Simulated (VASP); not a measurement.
Here is the system:

```
CELL_PARAMETERS angstrom
      2.16688    -3.75314     0.00000
      2.16688     3.75314     0.00000
      0.00000     0.00000     7.06540
ATOMIC_POSITIONS crystal
  Cd 0.66667 0.33333 0.50002
  Cd 0.33333 0.66667 0.00002
  Se 0.66667 0.33333 0.87598
  Se 0.33333 0.66667 0.37598
```

All values below come from vdW-DF-cx, VASP's PBE PAW potentials (set 64) (plane waves; VASP 6.6.1). Settings: 520 eV cut-off, 7×7×4 Γ-centred mesh, tetrahedra with Blöchl corrections, potentials Cd Se.

Question: What does the run give for the energy per atom (σ→0)?

Answer: 
The energy per atom (σ→0) is -0.367 eV/atom.

Total energies compare only between runs with the same potentials, cut-off and functional.

The compound is CdSe in the wurtzite structure. It was relaxed first.
